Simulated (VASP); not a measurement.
Level of theory: PBE GGA, VASP's PBE PAW potentials (set 64) (plane waves; VASP 6.6.1).

Input for VASP

KPOINTS:
```
kpoints
0
G
 12 12 1
```

### INCAR
```
! general
SYSTEM  = ReS2
PREC    = Accurate
ENCUT   = 300
LREAL   = .False.
LASPH   = .True.

! electronic loop
EDIFF   = 1E-6
NELM    = 100
ALGO    = Normal
LMAXMIX = 6

! smearing
ISMEAR  = 0
SIGMA   = 0.136

! functional
GGA     = PE

! ions
ISIF    = 2

! output
LWAVE   = .False.
LCHARG  = .False.
```

POSCAR:
```
ReS2
1.0
  3.2143340000   0.0000000000   0.0000000000
 -1.6071670000   2.7836950000   0.0000000000
  0.0000000000   0.0000000000  17.0339770000
Re S
1 2
direct
  0.6666670000   0.3333330000   0.5000000000
  0.3333330000   0.6666670000   0.4109430000
  0.3333330000   0.6666670000   0.5890570000
```

POTCAR, in this order: Re S (PBE.64 set). Program: vasp_std.

Question: What will the output report for the number of irreducible k-points (NKPTS), largest plane-wave count, number of space-group operations, FFT grid (NGX, NGY, NGZ)?

Answer: 
* **number of irreducible k-points (NKPTS)**: 19
* **largest plane-wave count**: 1837
* **number of space-group operations**: 12
* **FFT grid (NGX, NGY, NGZ)**: 18 × 18 × 96

The cell is a sheet with vacuum, built from a generated structure.
